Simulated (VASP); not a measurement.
Computed with PBEsol GGA, VASP's PBE PAW potentials (set 64) (plane waves; VASP).

VASP ran on this input.

File KPOINTS:
```
Automatic mesh
0
Gamma
5 5 5
0 0 0
```

### INCAR
```
NSW = 30   # most ionic steps
ENCUT = 520
PREC = Accurate
ISMEAR = 0   # Gaussian
EDIFF = 1E-8
ISIF = 2   # forces and stress, cell fixed
LREAL = .FALSE.   # projection in real space or not
ALGO = Normal
IBRION = 1
LASPH = .TRUE.
EDIFFG = -0.001
SYSTEM = BaTiO3
LWAVE = .FALSE.
SIGMA = 0.05   # width (eV)
GGA = PS   # PBEsol
LCHARG = .FALSE.
NELM = 100   # most electronic steps
LMAXMIX = 4   # l cut-off of mixed one-centre charges
```

File POSCAR:
```
BaTiO3
1.0
  3.9661232582   0.0000000000   0.0000000000
  0.0000000000   3.9661232582   0.0000000000
  0.0000000000   0.0000000000   4.0773199001
Ba Ti O
1 1 3
direct
  0.0000000000   0.0000000000   0.0038885062
  0.5000000000   0.5000000000   0.5205695899
  0.5000000000   0.5000000000   0.9709979898
  0.0000000000   0.5000000000   0.4842719571
  0.5000000000   0.0000000000   0.4842719571
```

POTCAR, in this order: Ba_sv Ti_sv O (PBE.64 set). Program: vasp_std.

Question: Estimate the energy per atom (σ→0).

Answer: 
- energy per atom (σ→0) = -8.400 eV/atom

File OSZICAR:
```
...
DAV:   5    -0.420014743299E+02   -0.73123E-09   -0.24688E-08   736   0.141E-03
   3 F= -.42001474E+02 E0= -.42001474E+02  d E =-.219233E-05
       N       E                     dE             d eps       ncg     rms          rms(c)
DAV:   1    -0.420014745707E+02   -0.24153E-06   -0.29494E-04   920   0.111E-01    0.273E-03
DAV:   2    -0.420014750876E+02   -0.51686E-06   -0.64317E-06  1000   0.166E-02    0.145E-03
DAV:   3    -0.420014750783E+02    0.92805E-08   -0.27749E-07  1144   0.298E-03    0.716E-04
DAV:   4    -0.420014750702E+02    0.80654E-08   -0.45180E-08   904   0.175E-03
   4 F= -.42001475E+02 E0= -.42001475E+02  d E =-.740314E-06
```

The compound is BaTiO3 in the tetragonal perovskite structure. This run relaxes the ions in a fixed cell. Symmetry was kept, so distortions that lower it aren't found. The start is the result of an earlier pass.
